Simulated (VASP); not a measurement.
# CaCuCl3 (Pm-3m) in VASP: density of states with PBE

Aim: the density of states of CaCuCl3 with PBE.

Program: VASP 6.6.1. These are calculated values, not measurements. Logs are shortened: lines on timing, memory, paths and dates and some standing lists are left out, and cuts for length are marked.

### 1 The crystal as given

The structure is cubic, space group Pm-3m (No. 221). Conventional cell: a = 4.790 Å, b = 4.790 Å, c = 4.790 Å, α = 90.00°, β = 90.00°, γ = 90.00°. Ca (site symmetry m-3m) has 12 Cl at 3.39 Å as nearest neighbours. Around Cu (site symmetry m-3m) lie 6 Cl at 2.39 Å. Cl (site symmetry 4/mmm) has 2 Cu at 2.39 Å as nearest neighbours.

The cell was built by a generator and needn't be a form met in nature.

### 2 Density of states, PBE

POSCAR

```
CaCuCl3
1.0
    4.7899364200      0.0000000000      0.0000000000
    0.0000000000      4.7899364200      0.0000000000
    0.0000000000      0.0000000000      4.7899364200
Ca Cu Cl
1 1 3
Direct
    0.0000000000      0.0000000000      0.0000000000
    0.5000000000      0.5000000000      0.5000000000
    0.0000000000      0.5000000000      0.5000000000
    0.5000000000      0.0000000000      0.5000000000
    0.5000000000      0.5000000000      0.0000000000
```

INCAR.step1

```
SYSTEM = CaCuCl3
  PREC = Accurate
  ENCUT = 520
  EDIFF = 1E-6
  ISMEAR = -1
  SIGMA = 0.0248
  LREAL = .FALSE.
  LASPH = .TRUE.
  NELM = 60
  ALGO = Normal
  ISIF = 2
  LWAVE = .FALSE.
  LCHARG = .TRUE.
  LMAXMIX = 4
  GGA = PE
  NBANDS = 29
```

KPOINTS.step1

```
Automatic mesh
0
G
  6 6 6
  0 0 0
```

INCAR.step2

```
SYSTEM = CaCuCl3
  PREC = Accurate
  ENCUT = 520
  EDIFF = 1E-6
  ISMEAR = -5
  SIGMA = 0.0248
  LREAL = .FALSE.
  LASPH = .TRUE.
  NELM = 60
  ALGO = Normal
  ISIF = 2
  LWAVE = .FALSE.
  LCHARG = .FALSE.
  LMAXMIX = 4
  GGA = PE
  LORBIT = 11
  NEDOS = 1001
  ICHARG = 11
```

KPOINTS.step2

```
Automatic mesh
0
G
  9 9 9
  0 0 0
```

Potentials or basis: VASP PAW PBE potentials, release 64 (Ca_sv, Cu, Cl).

Command:

```
$ cat potpaw_PBE.64/Ca_sv/POTCAR potpaw_PBE.64/Cu/POTCAR potpaw_PBE.64/Cl/POTCAR > POTCAR
$ cp INCAR.step1 INCAR
$ cp KPOINTS.step1 KPOINTS
$ mpirun -np 1 vasp_std > vasp.out
$ cp INCAR.step2 INCAR
$ cp KPOINTS.step2 KPOINTS
$ mpirun -np 1 vasp_std > vasp.out
```

OUTCAR:

```text
SYSTEM = CaCuCl3
   PREC = Accurate
   ENCUT = 520
   EDIFF = 1E-6
   ISMEAR = -5
   LREAL = .FALSE.
   LASPH = .TRUE.
   NELM = 60
   ISIF = 2
   GGA = PE
   LORBIT = 11
   ICHARG = 11

 ion  position               nearest neighbor table
   1  0.000  0.000  0.000-
   2  0.500  0.500  0.500-   3 2.39   4 2.39   5 2.39   5 2.39   4 2.39   3 2.39
   3  0.000  0.500  0.500-   2 2.39   2 2.39
   4  0.500  0.000  0.500-   2 2.39   2 2.39
   5  0.500  0.500  0.000-   2 2.39   2 2.39

  LATTYP: Found a simple cubic cell.
 ALAT       =     4.7899364200

  Lattice vectors:

 A1 = (   4.7899364200,   0.0000000000,   0.0000000000)
 A2 = (   0.0000000000,   4.7899364200,   0.0000000000)
 A3 = (   0.0000000000,   0.0000000000,   4.7899364200)

Analysis of symmetry for initial positions (statically):
=====================================================================
 Subroutine PRICEL returns:
 Original cell was already a primitive cell.

 Routine SETGRP: Setting up the symmetry group for a
 simple cubic supercell.

 Subroutine GETGRP returns: Found 48 space group operations
 (whereof 48 operations were pure point group operations)
 out of a pool of 48 trial point group operations.

The static configuration has the point symmetry O_h .

Analysis of symmetry for dynamics (positions and initial velocities):
=====================================================================
 Subroutine PRICEL returns:
 Original cell was already a primitive cell.

 Routine SETGRP: Setting up the symmetry group for a
 simple cubic supercell.

 Subroutine GETGRP returns: Found 48 space group operations
 (whereof 48 operations were pure point group operations)
 out of a pool of 48 trial point group operations.

The dynamic configuration has the point symmetry O_h .

 Subroutine INISYM returns: Found 48 space group operations
 (whereof 48 operations are pure point group operations),
 and found     1 'primitive' translations

----------------------------------------------------------------------------------------

                                     Primitive cell

  volume of cell :     109.8979

  direct lattice vectors                    reciprocal lattice vectors
     4.789936420  0.000000000  0.000000000     0.208771038  0.000000000  0.000000000
     0.000000000  4.789936420  0.000000000     0.000000000  0.208771038  0.000000000
     0.000000000  0.000000000  4.789936420     0.000000000  0.000000000  0.208771038

  length of vectors
     4.789936420  4.789936420  4.789936420     0.208771038  0.208771038  0.208771038

  position of ions in fractional coordinates (direct lattice)
     0.000000000  0.000000000  0.000000000
     0.500000000  0.500000000  0.500000000
     0.000000000  0.500000000  0.500000000
     0.500000000  0.000000000  0.500000000
     0.500000000  0.500000000  0.000000000

  ion indices of the primitive-cell ions
   primitive index   ion index
                 1           1
                 2           2
                 3           3
                 4           4
                 5           5

----------------------------------------------------------------------------------------

 KPOINTS: Automatic mesh

Automatic generation of k-mesh.
 Grid dimensions read from file:
 generate k-points for:    9    9    9

 Generating k-lattice:

  Cartesian coordinates                     Fractional coordinates (reciprocal lattice)
     0.023196782  0.000000000  0.000000000     0.111111111  0.000000000  0.000000000
     0.000000000  0.023196782  0.000000000     0.000000000  0.111111111  0.000000000
     0.000000000  0.000000000  0.023196782     0.000000000  0.000000000  0.111111111

  Length of vectors
     0.023196782  0.023196782  0.023196782

  Shift w.r.t. Gamma in fractional coordinates (k-lattice)
     0.000000000  0.000000000  0.000000000

 TETIRR: Found    353 inequivalent tetrahedra from     4374

 Subroutine IBZKPT returns following result:
 ===========================================

 Found     35 irreducible k-points:

 Following reciprocal coordinates:
            Coordinates               Weight
  0.000000  0.000000  0.000000      1.000000
  0.111111  0.000000  0.000000      6.000000
  0.222222  0.000000  0.000000      6.000000
  0.333333  0.000000  0.000000      6.000000
  0.444444  0.000000  0.000000      6.000000
  0.111111  0.111111  0.000000     12.000000
[... 16 lines left out ...]
  0.333333  0.333333  0.111111     24.000000
  0.444444  0.333333  0.111111     48.000000
 [... further k-points ...]
   k-points           NKPTS =     35   k-points in BZ     NKDIM =     35   number of bands    NBANDS=     25
   number of dos      NEDOS =   1001   number of ions     NIONS =      5
   total plane-waves  NPLWV =  46656
   dimension x,y,z NGX =    36 NGY =   36 NGZ =   36
   dimension x,y,z NGXF=    72 NGYF=   72 NGZF=   72
   ions per type =               1   1   3
   NGX,Y,Z   is equivalent  to a cutoff of  12.49, 12.49, 12.49 a.u.
   NGXF,Y,Z  is equivalent  to a cutoff of  24.99, 24.99, 24.99 a.u.
 SYSTEM =  CaCuCl3
   PREC   = accura    normal or accurate (medium, high low for compatibility)
   ISTART =      0    job   : 0-new  1-cont  2-samecut
   ICHARG =     11    charge: 1-file 2-atom 10-const
   ISPIN  =      1    spin polarized calculation?
   LNONCOLLINEAR =      F non collinear calculations
   LSORBIT =      F    spin-orbit coupling
   LASPH  =      T    aspherical Exc in radial PAW
   ENCUT  =  520.0 eV  38.22 Ry    6.18 a.u.   8.91  8.91  8.91*2*pi/ulx,y,z
   NELM   =     60;   NELMIN=  2; NELMDL=  0     # of ELM steps
   EDIFF  = 0.1E-05   stopping-criterion for ELM
   LREAL  =      F    real-space projection
   EDIFFG = 0.1E-04   stopping-criterion for IOM
   NSW    =      0    number of steps for IOM
   IBRION =     -1    ionic relax: 0-MD 1-quasi-New 2-CG
   NFREE  =      0    steps in history (QN), initial steepest desc. (CG)
   ISIF   =      2    stress and relaxation
   ISYM   =      2    0-nonsym 1-usesym 2-fastsym
   POTIM  = 0.5000    time-step for ionic-motion
   TEBEG  =    0.0;   TEEND  =   0.0 temperature during run
   PSTRESS=    0.0 pullay stress
   NELECT =      42.0000    total number of electrons
   NUPDOWN=      -1.0000    fix difference up-down
   EMIN   =  10.00;   EMAX   =-10.00  energy-range for DOS
   EFERMI =   0.00;   METHOD = LEGACY
   ISMEAR =    -5;   SIGMA  =   0.02  broadening in eV -4-tet -1-fermi 0-gaus
   EFERMI_NEDOS =   21; number of points for ismear=-14 and -15
   IALGO  =     38    algorithm
   IMIX   =      4    mixing-type and parameters
     AMIX     =   0.40;   BMIX     =  1.00
     AMIX_MAG =   1.60;   BMIX_MAG =  1.00
  volume/ion in A,a.u.               =      21.98       148.33
  Fermi-wavevector in a.u.,A,eV,Ry     =   1.188032  2.245055 19.203539  1.411420
  Thomas-Fermi vector in A             =   2.324171
   LORBIT       =     11    0 simple, 1 ext, 2 COOP (PROOUT), +10 PAW based schemes
   GGA     = PE    functional components
   LHFCALC =     F    Hartree Fock is set to
   AEXX    =    0.0000 exact exchange contribution
   IVDW    =     0    specifies the selected vdW correction
   LEPSILON=     F    determine dielectric tensor
   LRPA    =     F    only Hartree local field effects (RPA)
 non-spin polarized calculation
 Fermi weights with tetrahedron method with Bloechl corrections
  energy-cutoff  :      520.00
  volume of cell :      109.90
 maximum number of plane-waves:      2983
 NGX is ok and might be reduce to    36

 number of electron      42.0000013 magnetization

 Free energy of the ion-electron system (eV)
  ---------------------------------------------------
  ext. energy  EPLUGINS =         0.00000000
  ---------------------------------------------------
  free energy    TOTEN  =       -17.14535964 eV

  energy without entropy =      -17.14535964  energy(sigma->0) =      -17.14535964

 E-fermi :   5.3759     XC(G=0):  -9.2182

 val. band max:        5.3759676223   @ k =   0.4444   0.4444   0.1111
 cond. band min:       5.3264558947   @ k =   0.1111   0.0000   0.0000
 fundamental gap:     -0.0495117276
 Fermi energy:         5.3759266011

 k-point     1 :       0.0000    0.0000    0.0000
  band No.  band energies     occupation
      1     -39.1650      2.00000
      2     -20.0739      2.00000
      3     -20.0739      2.00000
      4     -20.0739      2.00000
      5     -12.2189      2.00000
      6     -11.0663      2.00000
[... 17 lines left out ...]
     24       5.6105      0.00000
     25       6.2248      0.00000

 k-point     2 :       0.1111    0.0000    0.0000
  band No.  band energies     occupation
      1     -39.1650      2.00000
      2     -20.0749      2.00000
      3     -20.0738      2.00000
      4     -20.0738      2.00000
      5     -12.1885      2.00000
      6     -11.0950      2.00000
[... 17 lines left out ...]
     24       5.7222      0.00000
     25       6.2327      0.00000

 k-point     3 :       0.2222    0.0000    0.0000
  band No.  band energies     occupation
      1     -39.1649      2.00000
      2     -20.0774      2.00000
      3     -20.0736      2.00000
      4     -20.0736      2.00000
      5     -12.1027      2.00000
      6     -11.1769      2.00000
[... 17 lines left out ...]
     24       5.9970      0.00000
     25       6.2889      0.00000

 k-point     4 :       0.3333    0.0000    0.0000
  band No.  band energies     occupation
      1     -39.1649      2.00000
      2     -20.0802      2.00000
      3     -20.0733      2.00000
      4     -20.0733      2.00000
      5     -11.9795      2.00000
      6     -11.2959      2.00000
[... 17 lines left out ...]
     24       6.2962      0.00000
     25       6.6903      0.00000

 k-point     5 :       0.4444    0.0000    0.0000
  band No.  band energies     occupation
      1     -39.1648      2.00000
      2     -20.0821      2.00000
      3     -20.0731      2.00000
      4     -20.0731      2.00000
      5     -11.8657      2.00000
      6     -11.4072      2.00000
[... 17 lines left out ...]
     24       6.4850      0.00000
     25       6.9603      0.00000

 k-point     6 :       0.1111    0.1111    0.0000
  band No.  band energies     occupation
      1     -39.1650      2.00000
      2     -20.0749      2.00000
      3     -20.0746      2.00000
      4     -20.0737      2.00000
      5     -12.1587      2.00000
      6     -11.1067      2.00000
[... 17 lines left out ...]
     24       5.7901      0.00000
     25       6.2997      0.00000
[... 393 lines left out ...]
 k-point    21 :       0.3333    0.2222    0.1111
  band No.  band energies     occupation
      1     -39.1648      2.00000
      2     -20.0795      2.00000
      3     -20.0764      2.00000
      4     -20.0739      2.00000
      5     -11.8541      2.00000
      6     -11.2914      2.00000
[... 17 lines left out ...]
     24       6.4007      0.00000
     25       6.7114      0.00000

 k-point    22 :       0.4444    0.2222    0.1111
  band No.  band energies     occupation
      1     -39.1647      2.00000
      2     -20.0812      2.00000
      3     -20.0761      2.00000
      4     -20.0737      2.00000
      5     -11.7463      2.00000
      6     -11.3895      2.00000
[... 17 lines left out ...]
     24       6.6159      0.00000
     25       6.8155      0.00000

 k-point    23 :       0.3333    0.3333    0.1111
  band No.  band energies     occupation
      1     -39.1647      2.00000
      2     -20.0791      2.00000
      3     -20.0788      2.00000
      4     -20.0736      2.00000
      5     -11.7477      2.00000
      6     -11.3113      2.00000
[... 17 lines left out ...]
     24       6.4993      0.00000
     25       6.7594      0.00000

 k-point    24 :       0.4444    0.3333    0.1111
  band No.  band energies     occupation
      1     -39.1647      2.00000
      2     -20.0806      2.00000
      3     -20.0786      2.00000
      4     -20.0734      2.00000
      5     -11.6427      2.00000
      6     -11.3789      2.00000
[... 17 lines left out ...]
     24       6.5973      0.00000
     25       6.8038      0.00000

 [... further k-points ...]

------------------------ aborting loop because EDIFF is reached ----------------------------------------

  FORCE on cell =-STRESS in cart. coord.  units (eV):
  Direction    XX          YY          ZZ          XY          YZ          ZX
  --------------------------------------------------------------------------------------
  -------------------------------------------------------------------------------------
  Total        1.8554190      1.8554190      1.8554190      0.0000000      0.0000000      0.0000000
  in kB       27.0497548     27.0497548     27.0497548      0.0000000      0.0000000      0.0000000
  external PRESSURE =      27.0497548 kB  Pullay stress =       0.0000000 kB

 VOLUME and BASIS-vectors are now :
 -----------------------------------------------------------------------------
  energy-cutoff  :      520.00
  volume of cell :      109.90
      direct lattice vectors                 reciprocal lattice vectors
     4.789936420  0.000000000  0.000000000     0.208771038  0.000000000  0.000000000
     0.000000000  4.789936420  0.000000000     0.000000000  0.208771038  0.000000000
     0.000000000  0.000000000  4.789936420     0.000000000  0.000000000  0.208771038

 POSITION                                       TOTAL-FORCE (eV/Angst)
 -----------------------------------------------------------------------------------
      0.00000      0.00000      0.00000         0.000000      0.000000      0.000000
      2.39497      2.39497      2.39497         0.000000      0.000000      0.000000
      0.00000      2.39497      2.39497         0.000000      0.000000      0.000000
      2.39497      0.00000      2.39497         0.000000      0.000000      0.000000
      2.39497      2.39497      0.00000         0.000000      0.000000      0.000000
 -----------------------------------------------------------------------------------
    total drift:                                0.000000      0.000000      0.000000

  FREE ENERGIE OF THE ION-ELECTRON SYSTEM (eV)
  ---------------------------------------------------
  free  energy   TOTEN  =       -17.1453596441 eV

  energy  without entropy=      -17.1453596441  energy(sigma->0) =      -17.14535964

 total charge

# of ion       s       p       d       tot
------------------------------------------
    1        2.000   5.821   0.103   7.924
    2        0.284   0.281   9.409   9.974
    3        1.600   3.529   0.000   5.129
    4        1.600   3.529   0.000   5.129
    5        1.600   3.529   0.000   5.129
--------------------------------------------------
tot          7.085  16.689   9.512  33.285
```

Run time: 80 s. Hardware: 1 thread of Intel Xeon Platinum 8375C at 2.90GHz (Ice Lake), shared host; peak memory 0.25 GiB.

Results:

| Item | Value |
| --- | --- |
| Valence electrons inside the program's atomic spheres | Ca 7.92; Cu 9.97; Cl 5.13 |

States per cell in windows of 0.5 eV (zero at the Fermi level; states under -8 eV left out):
```tsv
from (eV)	total	Cu2_d	Ca1_d	Cl3_p	Cl4_p	Cl5_p	Cu2_s
-8.0	0.43	0.00	0.00	0.06	0.06	0.06	0.06
-7.5	1.00	0.02	0.00	0.16	0.16	0.16	0.09
-7.0	1.42	0.04	0.00	0.23	0.23	0.23	0.02
-6.5	3.33	0.13	0.01	0.56	0.56	0.56	0.01
-6.0	2.15	0.17	0.01	0.37	0.37	0.37	0.01
-5.5	2.97	0.31	0.02	0.53	0.53	0.53	0.01
-5.0	2.13	0.09	0.02	0.42	0.42	0.42	0.00
-4.5	3.83	0.13	0.02	0.82	0.82	0.82	0.00
-4.0	1.04	0.00	0.01	0.24	0.24	0.24	0.00
-3.5	0.00	0.00	0.00	0.00	0.00	0.00	0.00
-3.0	0.00	0.00	0.00	0.00	0.00	0.00	0.00
-2.5	0.68	0.60	0.00	0.00	0.00	0.00	0.00
-2.0	6.90	6.14	0.01	0.09	0.09	0.09	0.01
-1.5	1.13	0.91	0.00	0.03	0.03	0.03	0.02
-1.0	0.88	0.66	0.00	0.04	0.04	0.04	0.01
-0.5	0.72	0.51	0.00	0.05	0.05	0.05	0.00
0.0	0.32	0.06	0.08	0.01	0.01	0.01	0.00
0.5	3.44	0.01	2.04	0.02	0.02	0.02	0.01
1.0	4.35	0.01	2.98	0.05	0.05	0.05	0.00
1.5	0.11	0.00	0.08	0.00	0.00	0.00	0.00
2.0	0.00	0.00	0.00	0.00	0.00	0.00	0.00
2.5	0.00	0.00	0.00	0.00	0.00	0.00	0.00
```

Caveat: the run has no spin polarisation, though such a crystal can be magnetic; semilocal functionals often make such compounds metallic where correlation or magnetic order opens a gap, which also shifts bond lengths; tetrahedron occupations give inexact forces and stress in metals.
